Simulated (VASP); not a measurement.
Crystal: Al3GaO6.

```
Ga Al O
1.0
    -2.42364    4.19786    0.00000
    -4.84727    0.00000    0.00000
    -2.42364    1.39929    4.41052
Ga Al O
1 3 6
Direct
  0.35210 0.35210 0.94371
  0.14790 0.14790 0.55629
  0.85210 0.85210 0.44371
  0.64790 0.64790 0.05629
  0.25000 0.55615 0.25000
  0.44385 0.05615 0.75000
  0.55615 0.94385 0.25000
  0.94385 0.25000 0.25000
  0.05615 0.75000 0.75000
  0.75000 0.44385 0.75000
```

The cell comes from a database or a generator and needn't be the stable form of this composition.

- Program: VASP 6.6.1
- Task: relaxation of cell and atoms
- Functional: PBEsol
- Potentials or basis: VASP PAW PBE potentials, release 64 (Ga_d, Al, O)
- Cutoff: 600 eV
- k mesh: 6 × 6 × 6
- Occupations: gaussian, width 0.02 eV
- Spin: no spin polarisation

At the start: pressure -2.6 GPa; volume 8.97 Å³/atom.

Question: How do energy, volume and symmetry change on relaxing?

Answer: Over 12 steps the energy falls by 21.9 meV/atom and the volume is 8.83 Å³/atom (-1.6 %); space group R3 (No. 146, to 0.05 Å).

The path:
| step | energy change (eV) | largest force (eV/Å) | pressure (GPa) | volume (Å³) |
| --- | --- | --- | --- | --- |
| 1 | 0.0000 | 1.3252 | -2.61 | 89.75 |
| 2 | -0.1700 | 0.5080 | 1.64 | 87.86 |
| 3 | -0.1765 | 0.5093 | 0.80 | 88.16 |
| 4 | -0.2056 | 0.2566 | -0.35 | 88.52 |
| 5 | -0.2101 | 0.2029 | -1.03 | 88.73 |
| 6 | -0.2175 | 0.0649 | 0.63 | 88.09 |
| 7 | -0.2176 | 0.0737 | 0.46 | 88.16 |
| 8 | -0.2182 | 0.0348 | -0.32 | 88.43 |
| 9 | -0.2183 | 0.0285 | -0.06 | 88.36 |
| 10 | -0.2185 | 0.0185 | 0.00 | 88.34 |
| 11 | -0.2185 | 0.0142 | 0.02 | 88.33 |
| 12 | -0.2185 | 0.0037 | -0.05 | 88.35 |

Final structure:
```
CELL_PARAMETERS angstrom
-2.41530 4.18343 0.00000
-4.83061 0.00000 0.00000
-2.41530 1.39448 4.37169
ATOMIC_POSITIONS crystal
Ga 0.35846 0.35846 0.92463
Al 0.15100 0.15100 0.54700
Al 0.85209 0.85209 0.44373
Al 0.64668 0.64668 0.05996
O 0.25138 0.55593 0.25835
O 0.44311 0.04199 0.74988
O 0.55593 0.93434 0.25835
O 0.93434 0.25138 0.25835
O 0.04199 0.76503 0.74988
O 0.76503 0.44311 0.74988
```

Caveat: the PAW data sets were made with another functional, which shifts forces and pressure a little.
